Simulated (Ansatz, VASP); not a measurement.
# Cross-check of Sn between VASP and Ansatz, part 2 of 3

Aim: how closely do two programs agree when they are given the same cell, functional and k mesh? The structure shown is the end of the Ansatz relaxation below.

VASP 6.6.1 and Ansatz 0.2.0.

So far: Set-up; Ansatz: relaxation, LDA.

## Step 3: VASP: single point, LDA, pair 1

Level of this step: LDA; plane waves and PAW (Sn_d) (VASP).

The same cell, functional (in two slightly different forms), mesh and smearing now go to VASP, with its own data sets.

Lines of VASP's logs that name or quote its potential files are left out, and so is its time.

Input file INCAR:

```
SYSTEM = Sn
PREC = Accurate
ENCUT = 500
EDIFF = 1E-06
NELM = 120
ISMEAR = 0
SIGMA = 0.015
LREAL = .FALSE.
ALGO = Normal
GGA = CA
NBANDS = 20
LORBIT = 11
LWAVE = .FALSE.
LCHARG = .FALSE.
ISIF = 2
ISYM = 2
LASPH = .TRUE.
GGA_COMPAT = .FALSE.
KPAR = 2
```

Input file POSCAR:

```
Sn
1.0
    0.0000000000      3.1066196071      3.3654519166
    3.1066196071      0.0000000000      3.3654519166
    3.1066196071      3.1066196071      0.0000000000
Sn
2
Direct
    0.4999981396      0.4999981396      0.4998682617
    0.7500018604      0.7500018604      0.7501317383
```

Input file KPOINTS:

```
Points of the shifted mesh
1728
Reciprocal
 0.0416666667  0.0416666667  0.0416666667 1
 0.0416666667  0.0416666667  0.1250000000 1
 0.0416666667  0.0416666667  0.2083333333 1
 0.0416666667  0.0416666667  0.2916666667 1
 0.0416666667  0.0416666667  0.3750000000 1
 0.0416666667  0.0416666667  0.4583333333 1
 0.0416666667  0.0416666667  0.5416666667 1
 0.0416666667  0.0416666667  0.6250000000 1
 0.0416666667  0.0416666667  0.7083333333 1
 0.0416666667  0.0416666667  0.7916666667 1
 0.0416666667  0.0416666667  0.8750000000 1
 0.0416666667  0.0416666667  0.9583333333 1
 0.0416666667  0.1250000000  0.0416666667 1
 0.0416666667  0.1250000000  0.1250000000 1
 0.0416666667  0.1250000000  0.2083333333 1
 0.0416666667  0.1250000000  0.2916666667 1
 0.0416666667  0.1250000000  0.3750000000 1
 0.0416666667  0.1250000000  0.4583333333 1
 0.0416666667  0.1250000000  0.5416666667 1
 0.0416666667  0.1250000000  0.6250000000 1
 0.0416666667  0.1250000000  0.7083333333 1
 0.0416666667  0.1250000000  0.7916666667 1
 0.0416666667  0.1250000000  0.8750000000 1
 0.0416666667  0.1250000000  0.9583333333 1
 0.0416666667  0.2083333333  0.0416666667 1
 0.0416666667  0.2083333333  0.1250000000 1
 0.0416666667  0.2083333333  0.2083333333 1
 0.0416666667  0.2083333333  0.2916666667 1
 0.0416666667  0.2083333333  0.3750000000 1
 0.0416666667  0.2083333333  0.4583333333 1
 0.0416666667  0.2083333333  0.5416666667 1
 0.0416666667  0.2083333333  0.6250000000 1
 0.0416666667  0.2083333333  0.7083333333 1
 0.0416666667  0.2083333333  0.7916666667 1
 0.0416666667  0.2083333333  0.8750000000 1
 0.0416666667  0.2083333333  0.9583333333 1
 0.0416666667  0.2916666667  0.0416666667 1
 0.0416666667  0.2916666667  0.1250000000 1
 0.0416666667  0.2916666667  0.2083333333 1
 0.0416666667  0.2916666667  0.2916666667 1
 0.0416666667  0.2916666667  0.3750000000 1
 0.0416666667  0.2916666667  0.4583333333 1
 0.0416666667  0.2916666667  0.5416666667 1
 0.0416666667  0.2916666667  0.6250000000 1
 0.0416666667  0.2916666667  0.7083333333 1
 0.0416666667  0.2916666667  0.7916666667 1
 0.0416666667  0.2916666667  0.8750000000 1
 0.0416666667  0.2916666667  0.9583333333 1
 0.0416666667  0.3750000000  0.0416666667 1
 0.0416666667  0.3750000000  0.1250000000 1
 0.0416666667  0.3750000000  0.2083333333 1
 0.0416666667  0.3750000000  0.2916666667 1
 0.0416666667  0.3750000000  0.3750000000 1
 0.0416666667  0.3750000000  0.4583333333 1
 0.0416666667  0.3750000000  0.5416666667 1
 0.0416666667  0.3750000000  0.6250000000 1
 0.0416666667  0.3750000000  0.7083333333 1
 0.0416666667  0.3750000000  0.7916666667 1
 0.0416666667  0.3750000000  0.8750000000 1
 0.0416666667  0.3750000000  0.9583333333 1
 0.0416666667  0.4583333333  0.0416666667 1
 0.0416666667  0.4583333333  0.1250000000 1
 0.0416666667  0.4583333333  0.2083333333 1
 0.0416666667  0.4583333333  0.2916666667 1
 0.0416666667  0.4583333333  0.3750000000 1
 0.0416666667  0.4583333333  0.4583333333 1
 0.0416666667  0.4583333333  0.5416666667 1
 0.0416666667  0.4583333333  0.6250000000 1
 0.0416666667  0.4583333333  0.7083333333 1
 0.0416666667  0.4583333333  0.7916666667 1
 0.0416666667  0.4583333333  0.8750000000 1
 0.0416666667  0.4583333333  0.9583333333 1
 0.0416666667  0.5416666667  0.0416666667 1
 0.0416666667  0.5416666667  0.1250000000 1
 0.0416666667  0.5416666667  0.2083333333 1
 0.0416666667  0.5416666667  0.2916666667 1
 0.0416666667  0.5416666667  0.3750000000 1
 0.0416666667  0.5416666667  0.4583333333 1
 0.0416666667  0.5416666667  0.5416666667 1
 0.0416666667  0.5416666667  0.6250000000 1
 0.0416666667  0.5416666667  0.7083333333 1
 0.0416666667  0.5416666667  0.7916666667 1
 0.0416666667  0.5416666667  0.8750000000 1
 0.0416666667  0.5416666667  0.9583333333 1
 0.0416666667  0.6250000000  0.0416666667 1
 0.0416666667  0.6250000000  0.1250000000 1
 0.0416666667  0.6250000000  0.2083333333 1
 0.0416666667  0.6250000000  0.2916666667 1
 0.0416666667  0.6250000000  0.3750000000 1
 0.0416666667  0.6250000000  0.4583333333 1
 0.0416666667  0.6250000000  0.5416666667 1
 0.0416666667  0.6250000000  0.6250000000 1
 0.0416666667  0.6250000000  0.7083333333 1
 0.0416666667  0.6250000000  0.7916666667 1
 0.0416666667  0.6250000000  0.8750000000 1
 0.0416666667  0.6250000000  0.9583333333 1
 0.0416666667  0.7083333333  0.0416666667 1
 0.0416666667  0.7083333333  0.1250000000 1
 0.0416666667  0.7083333333  0.2083333333 1
 0.0416666667  0.7083333333  0.2916666667 1
 0.0416666667  0.7083333333  0.3750000000 1
 0.0416666667  0.7083333333  0.4583333333 1
 0.0416666667  0.7083333333  0.5416666667 1
 0.0416666667  0.7083333333  0.6250000000 1
 0.0416666667  0.7083333333  0.7083333333 1
 0.0416666667  0.7083333333  0.7916666667 1
 0.0416666667  0.7083333333  0.8750000000 1
 0.0416666667  0.7083333333  0.9583333333 1
 0.0416666667  0.7916666667  0.0416666667 1
 0.0416666667  0.7916666667  0.1250000000 1
 0.0416666667  0.7916666667  0.2083333333 1
 0.0416666667  0.7916666667  0.2916666667 1
[... 1390 lines left out ...]
 0.8750000000  0.4583333333  0.1250000000 1
 0.8750000000  0.4583333333  0.2083333333 1
 0.8750000000  0.4583333333  0.2916666667 1
 0.8750000000  0.4583333333  0.3750000000 1
 0.8750000000  0.4583333333  0.4583333333 1
 0.8750000000  0.4583333333  0.5416666667 1
 0.8750000000  0.4583333333  0.6250000000 1
 0.8750000000  0.4583333333  0.7083333333 1
 0.8750000000  0.4583333333  0.7916666667 1
 0.8750000000  0.4583333333  0.8750000000 1
 0.8750000000  0.4583333333  0.9583333333 1
 0.8750000000  0.5416666667  0.0416666667 1
 0.8750000000  0.5416666667  0.1250000000 1
 0.8750000000  0.5416666667  0.2083333333 1
 0.8750000000  0.5416666667  0.2916666667 1
 0.8750000000  0.5416666667  0.3750000000 1
 0.8750000000  0.5416666667  0.4583333333 1
 0.8750000000  0.5416666667  0.5416666667 1
 0.8750000000  0.5416666667  0.6250000000 1
 0.8750000000  0.5416666667  0.7083333333 1
 0.8750000000  0.5416666667  0.7916666667 1
 0.8750000000  0.5416666667  0.8750000000 1
 0.8750000000  0.5416666667  0.9583333333 1
 0.8750000000  0.6250000000  0.0416666667 1
 0.8750000000  0.6250000000  0.1250000000 1
 0.8750000000  0.6250000000  0.2083333333 1
 0.8750000000  0.6250000000  0.2916666667 1
 0.8750000000  0.6250000000  0.3750000000 1
 0.8750000000  0.6250000000  0.4583333333 1
 0.8750000000  0.6250000000  0.5416666667 1
 0.8750000000  0.6250000000  0.6250000000 1
 0.8750000000  0.6250000000  0.7083333333 1
 0.8750000000  0.6250000000  0.7916666667 1
 0.8750000000  0.6250000000  0.8750000000 1
 0.8750000000  0.6250000000  0.9583333333 1
 0.8750000000  0.7083333333  0.0416666667 1
 0.8750000000  0.7083333333  0.1250000000 1
 0.8750000000  0.7083333333  0.2083333333 1
 0.8750000000  0.7083333333  0.2916666667 1
 0.8750000000  0.7083333333  0.3750000000 1
 0.8750000000  0.7083333333  0.4583333333 1
 0.8750000000  0.7083333333  0.5416666667 1
 0.8750000000  0.7083333333  0.6250000000 1
 0.8750000000  0.7083333333  0.7083333333 1
 0.8750000000  0.7083333333  0.7916666667 1
 0.8750000000  0.7083333333  0.8750000000 1
 0.8750000000  0.7083333333  0.9583333333 1
 0.8750000000  0.7916666667  0.0416666667 1
 0.8750000000  0.7916666667  0.1250000000 1
 0.8750000000  0.7916666667  0.2083333333 1
 0.8750000000  0.7916666667  0.2916666667 1
 0.8750000000  0.7916666667  0.3750000000 1
 0.8750000000  0.7916666667  0.4583333333 1
 0.8750000000  0.7916666667  0.5416666667 1
 0.8750000000  0.7916666667  0.6250000000 1
 0.8750000000  0.7916666667  0.7083333333 1
 0.8750000000  0.7916666667  0.7916666667 1
 0.8750000000  0.7916666667  0.8750000000 1
 0.8750000000  0.7916666667  0.9583333333 1
 0.8750000000  0.8750000000  0.0416666667 1
 0.8750000000  0.8750000000  0.1250000000 1
 0.8750000000  0.8750000000  0.2083333333 1
 0.8750000000  0.8750000000  0.2916666667 1
 0.8750000000  0.8750000000  0.3750000000 1
 0.8750000000  0.8750000000  0.4583333333 1
 0.8750000000  0.8750000000  0.5416666667 1
 0.8750000000  0.8750000000  0.6250000000 1
 0.8750000000  0.8750000000  0.7083333333 1
 0.8750000000  0.8750000000  0.7916666667 1
 0.8750000000  0.8750000000  0.8750000000 1
 0.8750000000  0.8750000000  0.9583333333 1
 0.8750000000  0.9583333333  0.0416666667 1
 0.8750000000  0.9583333333  0.1250000000 1
 0.8750000000  0.9583333333  0.2083333333 1
 0.8750000000  0.9583333333  0.2916666667 1
 0.8750000000  0.9583333333  0.3750000000 1
 0.8750000000  0.9583333333  0.4583333333 1
 0.8750000000  0.9583333333  0.5416666667 1
 0.8750000000  0.9583333333  0.6250000000 1
 0.8750000000  0.9583333333  0.7083333333 1
 0.8750000000  0.9583333333  0.7916666667 1
 0.8750000000  0.9583333333  0.8750000000 1
 0.8750000000  0.9583333333  0.9583333333 1
 0.9583333333  0.0416666667  0.0416666667 1
 0.9583333333  0.0416666667  0.1250000000 1
 0.9583333333  0.0416666667  0.2083333333 1
 0.9583333333  0.0416666667  0.2916666667 1
 0.9583333333  0.0416666667  0.3750000000 1
 0.9583333333  0.0416666667  0.4583333333 1
 0.9583333333  0.0416666667  0.5416666667 1
 0.9583333333  0.0416666667  0.6250000000 1
 0.9583333333  0.0416666667  0.7083333333 1
 0.9583333333  0.0416666667  0.7916666667 1
 0.9583333333  0.0416666667  0.8750000000 1
 0.9583333333  0.0416666667  0.9583333333 1
 0.9583333333  0.1250000000  0.0416666667 1
 0.9583333333  0.1250000000  0.1250000000 1
 0.9583333333  0.1250000000  0.2083333333 1
 0.9583333333  0.1250000000  0.2916666667 1
 0.9583333333  0.1250000000  0.3750000000 1
 0.9583333333  0.1250000000  0.4583333333 1
 0.9583333333  0.1250000000  0.5416666667 1
 0.9583333333  0.1250000000  0.6250000000 1
 0.9583333333  0.1250000000  0.7083333333 1
 0.9583333333  0.1250000000  0.7916666667 1
 0.9583333333  0.1250000000  0.8750000000 1
 0.9583333333  0.1250000000  0.9583333333 1
 0.9583333333  0.2083333333  0.0416666667 1
 0.9583333333  0.2083333333  0.1250000000 1
 0.9583333333  0.2083333333  0.2083333333 1
 0.9583333333  0.2083333333  0.2916666667 1
 0.9583333333  0.2083333333  0.3750000000 1
 0.9583333333  0.2083333333  0.4583333333 1
 0.9583333333  0.2083333333  0.5416666667 1
 0.9583333333  0.2083333333  0.6250000000 1
 0.9583333333  0.2083333333  0.7083333333 1
 0.9583333333  0.2083333333  0.7916666667 1
 0.9583333333  0.2083333333  0.8750000000 1
 0.9583333333  0.2083333333  0.9583333333 1
 0.9583333333  0.2916666667  0.0416666667 1
 0.9583333333  0.2916666667  0.1250000000 1
 0.9583333333  0.2916666667  0.2083333333 1
 0.9583333333  0.2916666667  0.2916666667 1
 0.9583333333  0.2916666667  0.3750000000 1
 0.9583333333  0.2916666667  0.4583333333 1
 0.9583333333  0.2916666667  0.5416666667 1
 0.9583333333  0.2916666667  0.6250000000 1
 0.9583333333  0.2916666667  0.7083333333 1
 0.9583333333  0.2916666667  0.7916666667 1
 0.9583333333  0.2916666667  0.8750000000 1
 0.9583333333  0.2916666667  0.9583333333 1
 0.9583333333  0.3750000000  0.0416666667 1
 0.9583333333  0.3750000000  0.1250000000 1
 0.9583333333  0.3750000000  0.2083333333 1
 0.9583333333  0.3750000000  0.2916666667 1
 0.9583333333  0.3750000000  0.3750000000 1
 0.9583333333  0.3750000000  0.4583333333 1
 0.9583333333  0.3750000000  0.5416666667 1
 0.9583333333  0.3750000000  0.6250000000 1
 0.9583333333  0.3750000000  0.7083333333 1
 0.9583333333  0.3750000000  0.7916666667 1
 0.9583333333  0.3750000000  0.8750000000 1
 0.9583333333  0.3750000000  0.9583333333 1
 0.9583333333  0.4583333333  0.0416666667 1
 0.9583333333  0.4583333333  0.1250000000 1
 0.9583333333  0.4583333333  0.2083333333 1
 0.9583333333  0.4583333333  0.2916666667 1
 0.9583333333  0.4583333333  0.3750000000 1
 0.9583333333  0.4583333333  0.4583333333 1
 0.9583333333  0.4583333333  0.5416666667 1
 0.9583333333  0.4583333333  0.6250000000 1
 0.9583333333  0.4583333333  0.7083333333 1
 0.9583333333  0.4583333333  0.7916666667 1
 0.9583333333  0.4583333333  0.8750000000 1
 0.9583333333  0.4583333333  0.9583333333 1
 0.9583333333  0.5416666667  0.0416666667 1
 0.9583333333  0.5416666667  0.1250000000 1
 0.9583333333  0.5416666667  0.2083333333 1
 0.9583333333  0.5416666667  0.2916666667 1
 0.9583333333  0.5416666667  0.3750000000 1
 0.9583333333  0.5416666667  0.4583333333 1
 0.9583333333  0.5416666667  0.5416666667 1
 0.9583333333  0.5416666667  0.6250000000 1
 0.9583333333  0.5416666667  0.7083333333 1
 0.9583333333  0.5416666667  0.7916666667 1
 0.9583333333  0.5416666667  0.8750000000 1
 0.9583333333  0.5416666667  0.9583333333 1
 0.9583333333  0.6250000000  0.0416666667 1
 0.9583333333  0.6250000000  0.1250000000 1
 0.9583333333  0.6250000000  0.2083333333 1
 0.9583333333  0.6250000000  0.2916666667 1
 0.9583333333  0.6250000000  0.3750000000 1
 0.9583333333  0.6250000000  0.4583333333 1
 0.9583333333  0.6250000000  0.5416666667 1
 0.9583333333  0.6250000000  0.6250000000 1
 0.9583333333  0.6250000000  0.7083333333 1
 0.9583333333  0.6250000000  0.7916666667 1
 0.9583333333  0.6250000000  0.8750000000 1
 0.9583333333  0.6250000000  0.9583333333 1
 0.9583333333  0.7083333333  0.0416666667 1
 0.9583333333  0.7083333333  0.1250000000 1
 0.9583333333  0.7083333333  0.2083333333 1
 0.9583333333  0.7083333333  0.2916666667 1
 0.9583333333  0.7083333333  0.3750000000 1
 0.9583333333  0.7083333333  0.4583333333 1
 0.9583333333  0.7083333333  0.5416666667 1
 0.9583333333  0.7083333333  0.6250000000 1
 0.9583333333  0.7083333333  0.7083333333 1
 0.9583333333  0.7083333333  0.7916666667 1
 0.9583333333  0.7083333333  0.8750000000 1
 0.9583333333  0.7083333333  0.9583333333 1
 0.9583333333  0.7916666667  0.0416666667 1
 0.9583333333  0.7916666667  0.1250000000 1
 0.9583333333  0.7916666667  0.2083333333 1
 0.9583333333  0.7916666667  0.2916666667 1
 0.9583333333  0.7916666667  0.3750000000 1
 0.9583333333  0.7916666667  0.4583333333 1
 0.9583333333  0.7916666667  0.5416666667 1
 0.9583333333  0.7916666667  0.6250000000 1
 0.9583333333  0.7916666667  0.7083333333 1
 0.9583333333  0.7916666667  0.7916666667 1
 0.9583333333  0.7916666667  0.8750000000 1
 0.9583333333  0.7916666667  0.9583333333 1
 0.9583333333  0.8750000000  0.0416666667 1
 0.9583333333  0.8750000000  0.1250000000 1
 0.9583333333  0.8750000000  0.2083333333 1
 0.9583333333  0.8750000000  0.2916666667 1
 0.9583333333  0.8750000000  0.3750000000 1
 0.9583333333  0.8750000000  0.4583333333 1
 0.9583333333  0.8750000000  0.5416666667 1
 0.9583333333  0.8750000000  0.6250000000 1
 0.9583333333  0.8750000000  0.7083333333 1
 0.9583333333  0.8750000000  0.7916666667 1
 0.9583333333  0.8750000000  0.8750000000 1
 0.9583333333  0.8750000000  0.9583333333 1
 0.9583333333  0.9583333333  0.0416666667 1
 0.9583333333  0.9583333333  0.1250000000 1
 0.9583333333  0.9583333333  0.2083333333 1
 0.9583333333  0.9583333333  0.2916666667 1
 0.9583333333  0.9583333333  0.3750000000 1
 0.9583333333  0.9583333333  0.4583333333 1
 0.9583333333  0.9583333333  0.5416666667 1
 0.9583333333  0.9583333333  0.6250000000 1
 0.9583333333  0.9583333333  0.7083333333 1
 0.9583333333  0.9583333333  0.7916666667 1
 0.9583333333  0.9583333333  0.8750000000 1
 0.9583333333  0.9583333333  0.9583333333 1
```

PAW data sets: Sn_d (LDA family, release 64).

On the command line:

```sh
mpirun -np 2 vasp_std
```

What it wrote:

```text
[banner, memory and clock lines left out]
running    2 mpi-ranks, on    1 nodes
 distrk:  each k-point on    1 cores,    2 groups
 distr:  one band on    1 cores,    1 groups

 POSCAR found type information on POSCAR Sn
 POSCAR found :  1 types and       2 ions
 LDA part: xc-table for (Slater(with rela. corr.)+CA(PZ))
 , standard interpolation
 POSCAR, INCAR and KPOINTS ok, starting setup
 FFT: planning ... GRIDC
 FFT: planning ... GRID_SOFT
 FFT: planning ... GRID
 WAVECAR not read
 entering main loop
       N       E                     dE             d eps       ncg     rms          rms(c)
DAV:   1     0.223232949456E+03    0.22323E+03   -0.14803E+04 69500   0.204E+03
DAV:   2     0.147707090586E+02   -0.20846E+03   -0.20464E+03 69328   0.445E+02
DAV:   3    -0.826504302081E+01   -0.23036E+02   -0.22885E+02 79004   0.143E+02
DAV:   4    -0.900895307809E+01   -0.74391E+00   -0.74351E+00 78412   0.292E+01
DAV:   5    -0.903466377736E+01   -0.25711E-01   -0.25710E-01 94476   0.530E+00    0.354E+00
DAV:   6    -0.893838395042E+01    0.96280E-01   -0.46394E-02 85268   0.233E+00    0.199E+00
DAV:   7    -0.889139520397E+01    0.46989E-01   -0.70415E-02 71496   0.237E+00    0.152E-01
DAV:   8    -0.889206347394E+01   -0.66827E-03   -0.61212E-03 80232   0.881E-01    0.574E-02
DAV:   9    -0.889214564807E+01   -0.82174E-04   -0.20496E-04 95852   0.113E-01    0.164E-02
DAV:  10    -0.889214407602E+01    0.15721E-05   -0.15796E-05 93276   0.447E-02    0.432E-03
DAV:  11    -0.889214438776E+01   -0.31174E-06   -0.12190E-06 60624   0.847E-03
   1 F= -.88921444E+01 E0= -.88921444E+01  d E =-.483011E-07
```

Parts of OUTCAR (step 3):

```text
ion  position               nearest neighbor table
   1  0.500  0.500  0.500-   2 2.77   2 2.77   2 2.77   2 2.77
   2  0.750  0.750  0.750-   1 2.77   1 2.77   1 2.77   1 2.77

  LATTYP: Found a body centered tetragonal cell.
 ALAT       =     4.3934235815
 C/A-ratio  =     1.5320407214

 Subroutine GETGRP returns: Found  4 space group operations
 (whereof  2 operations were pure point group operations)

The static configuration has the point symmetry C_1h.
 The point group associated with its full space group is C_2h.

   k-points           NKPTS =   1728   k-points in BZ     NKDIM =   1728   number of bands    NBANDS=     20

   dimension x,y,z NGX =    36 NGY =   36 NGZ =   32
   dimension x,y,z NGXF=    72 NGYF=   72 NGZF=   64

   ENCUT  =  500.0 eV  36.75 Ry    6.06 a.u.   8.35  8.35  8.01*2*pi/ulx,y,z

   NELECT =      28.0000    total number of electrons

 k-points in reciprocal lattice and weights: Points of the shifted mesh
   0.04166667  0.04166667  0.04166667       0.001
   0.04166667  0.04166667  0.12500000       0.001
   0.04166667  0.04166667  0.20833333       0.001
   0.04166667  0.04166667  0.29166667       0.001
   0.04166667  0.04166667  0.37500000       0.001
   0.04166667  0.04166667  0.45833333       0.001
   0.04166667  0.04166667  0.54166667       0.001
   0.04166667  0.04166667  0.62500000       0.001
   0.04166667  0.04166667  0.70833333       0.001
[...]
0.95833333  0.95833333  0.87500000       0.001
   0.95833333  0.95833333  0.95833333       0.001

 average (electrostatic) potential at core
       1-100.9096       2-100.9096

 E-fermi :   6.0280

 k-point     1 :       0.0417    0.0417    0.0417
  band No.  band energies     occupation
    ...
      9     -15.3577      2.00000
     10     -15.3515      2.00000
     11      -5.0468      2.00000
     12       5.0121      2.00000
     13       5.7143      2.00000
     14       6.1645      0.00000
     15       6.3481      0.00000
     16       8.0344      0.00000
     17       8.0471      0.00000
     18       8.3910      0.00000
    ...

 k-point     2 :       0.0417    0.0417    0.1250
  band No.  band energies     occupation
    ...
      9     -15.3554      2.00000
     10     -15.3384      2.00000
     11      -4.9484      2.00000
     12       4.1599      2.00000
     13       5.2484      2.00000
     14       6.1105      0.00000
     15       6.7454      0.00000
     16       8.0756      0.00000
     17       8.1524      0.00000
     18       9.0424      0.00000
    ...

 k-point     3 :       0.0417    0.0417    0.2083
  band No.  band energies     occupation
    ...
     10     -15.3205      2.00000
     11      -4.7120      2.00000
     12       2.8386      2.00000
     13       4.9017      2.00000
     14       5.8425      2.00000
     15       6.6571      0.00000
     16       8.5475      0.00000
     17       8.5905      0.00000
     18       9.8602      0.00000
     19      12.1165      0.00000
    ...

  Total        1.2715051      1.2715051      0.0207155     -0.0038267     -0.0253471     -0.0253472
  in kB       31.3602222     31.3602222      0.5109239     -0.0943821     -0.6251564     -0.6251589
  external PRESSURE =      21.0771228 kB  Pullay stress =       0.0000000 kB

  energy-cutoff  :      500.00
  volume of cell :       64.96
      direct lattice vectors                 reciprocal lattice vectors
     0.000000000  3.106619607  3.365451917    -0.160946644  0.160946644  0.148568457
     3.106619607  0.000000000  3.365451917     0.160946644 -0.160946644  0.148568457
     3.106619607  3.106619607  0.000000000     0.160946644  0.160946644 -0.148568457

 POSITION                                       TOTAL-FORCE (eV/Angst)
 -----------------------------------------------------------------------------------
      3.10620      3.10620      3.36544         0.000188      0.000188      0.001041
      4.66034      4.66034      5.04819        -0.000188     -0.000188     -0.001041
 -----------------------------------------------------------------------------------
    total drift:                               -0.000000      0.000000      0.000000

  FREE ENERGIE OF THE ION-ELECTRON SYSTEM (eV)
  ---------------------------------------------------
  free  energy   TOTEN  =        -8.8921443878 eV

  energy  without entropy=       -8.8921443395  energy(sigma->0) =       -8.89214436

 total charge
# of ion       s       p       d       tot
------------------------------------------
    1        1.173   1.266   9.973  12.412
    2        1.173   1.266   9.973  12.412
--------------------------------------------------
tot          2.346   2.531  19.947  24.824

[... 3 further parts left out ...]
```

The run ends at a pressure of 2.11 GPa, with forces up to 0.0011 eV/Å.

(Part 2 of 3 ends here.)

[Lines on the potential files, build, host, timing and source positions are cut from VASP's logs without a mark.]

[Logs are printed without paths, hosts, clocks, repeated set-up lines and the standing remarks that a program may print on its own settings, such as how far it seeks lower states.]

[Hosts, paths, dates, database ids (printed as entryN), source tags and the programs' standing remarks are cut or masked in the printed files.]
